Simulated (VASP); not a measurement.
These are PBE GGA, VASP's PBE PAW potentials (set 64) (plane waves; VASP) values and carry that method's errors.

Input for VASP

INCAR:
```
SYSTEM = Bi
PREC = Accurate
ENCUT = 500
EDIFF = 1E-6
NELM = 100
ALGO = Normal
LREAL = .FALSE.
LASPH = .TRUE.
ISMEAR = 1
SIGMA = 0.1
GGA = PE
LMAXMIX = 4
LWAVE = .FALSE.
LCHARG = .FALSE.
IBRION = 2
ISIF = 3
NSW = 40
EDIFFG = -0.02
PSTRESS = 200
```

POSCAR:
```
Bi
1
    3.6500303440    -2.1361405694    -0.0868925952
    3.6500303440     2.1361405694    -0.0868925952
    2.4834563274    -0.0000000000     3.4242976866
Bi
2
Direct
  0.2533193964   0.2533193964   0.2533194000
  0.7466806036   0.7466806036   0.7466806000
```

File KPOINTS:
```
Automatic mesh
0
Gamma
11 11 11
0 0 0
```

POTCAR, in this order: Bi_d (PBE.64 set). Program: vasp_std.

What will the output report for the number of irreducible k-points (NKPTS), largest plane-wave count, number of space-group operations, FFT grid (NGX, NGY, NGZ)?

number of irreducible k-points (NKPTS): 146
largest plane-wave count: 1393
number of space-group operations: 12
FFT grid (NGX, NGY, NGZ): 32 × 32 × 32

The compound is Bi in the a7 structure. This run relaxes it under an external pressure of 20 GPa. Symmetry was kept, so distortions that lower it aren't found.
